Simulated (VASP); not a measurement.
Given:

```
CELL_PARAMETERS angstrom
     -1.56791     1.63324     1.56791
      1.56791    -1.63324     1.56791
      1.56791     1.63324    -1.56791
ATOMIC_POSITIONS crystal
  Nb 0.00000 0.00000 0.00000
```

The numbers are results of PBEsol GGA, VASP's PBE PAW potentials (set 64) (plane waves; VASP 6.6.1), not measurements. Numerical set-up: 480 eV cut-off, 14×14×14 Γ-centred mesh, first-order Methfessel-Paxton smearing of 0.10 eV, potentials Nb_sv.

Question: Give the stress tensor in GPa (positive for a compressed cell).

Answer: 
```
20.03   0.00   0.00
 0.00  13.08   0.00
 0.00   0.00  20.03
```
The pressure is its mean diagonal, 17.71 GPa.

The compound is Nb in the bcc structure. This cell was strained or had an atom moved on purpose.
